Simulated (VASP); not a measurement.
Input:

```
CELL_PARAMETERS angstrom
      0.00000     2.87141     2.87141
      2.87141     0.00000     2.87141
      2.87141     2.87141     0.00000
ATOMIC_POSITIONS crystal
  Cd 0.00000 0.00000 0.00000
  S  0.25000 0.25000 0.25000
```

Computed with r2SCAN+rVV10, VASP's PBE PAW potentials (set 64) (plane waves; VASP). Run with 520 eV cut-off, 8×8×8 Γ-centred mesh, Gaussian smearing of 0.050 eV, potentials Cd S.

Question: Give the stress tensor in GPa (positive for a compressed cell).

Answer: 
```
4.49  0.00  0.00
0.00  4.49  0.00
0.00  0.00  4.49
```
The pressure is its mean diagonal, 4.49 GPa.

The compound is CdS in the zinc blende structure, a metastable form; wurtzite is the usual one. This cell is one point of a volume scan, at 0.94 of the reference volume.
